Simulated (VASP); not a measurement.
Here is the system:

```
CELL_PARAMETERS angstrom
      0.00000     3.31930     3.31930
      3.31930     0.00000     3.31930
      3.31930     3.31930     0.00000
ATOMIC_POSITIONS crystal
  Mo 0.00000 0.00000 0.00000
  Te 0.25000 0.25000 0.25000
  Te 0.75000 0.75000 0.75000
```

Level of theory: r2SCAN meta-GGA, VASP's PBE PAW potentials (set 64) (plane waves; VASP). Settings: 400 eV cut-off, 7×7×7 Γ-centred mesh, first-order Methfessel-Paxton smearing of 0.10 eV, potentials Mo_sv Te.

Unless said otherwise, spin-orbit coupling is left out, though it shifts the bands of the heavy elements here.

Task: Estimate the energy per atom (σ→0), band gap (on the k-mesh) with the smallest direct gap where there is one.

Result: 
band gap (on the k-mesh): none (metal, semimetal or under 0.01 eV)
energy per atom (σ→0): -25.350 eV/atom

Total energies compare only between runs with the same potentials, cut-off and functional.

The structure was generated: Te2Mo was put into the fluorite type (Fm-3m), which need not be its known phase. It was relaxed first. The start is the result of an earlier pass.
